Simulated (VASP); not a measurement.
The system is CO, in a box.

```
C O
1.0
    11.46642    0.00000    0.00000
     0.00000   11.96642    0.00000
     0.00000    0.00000   12.46642
C O
1 1
Direct
  0.52198 0.51620 0.46124
  0.47738 0.49181 0.53989
```

Program: VASP 6.6.1. Alike in all runs: task single point; potentials or basis VASP PAW PBE potentials, release 64 (C, O); no spin polarisation; cell as given; k mesh 1 × 1 × 1; cutoff (eV) 400; smearing gaussian 0.01 eV. Hardware: 1 thread of Intel(R) Xeon(R) 6975P-C (Granite Rapids), with other jobs on the host.

Problem. Order these runs on this cell by their wall time, lowest first.
A. level RPBE+D3(BJ)
B. level optB86b-vdW
C. level r2SCAN+rVV10

Solution. A (39 s), B (750 s), C (1700 s).

Caveats: the standard files for N, O and F lose accuracy on very short bonds.

Runs at the PBE level aren't shown here.
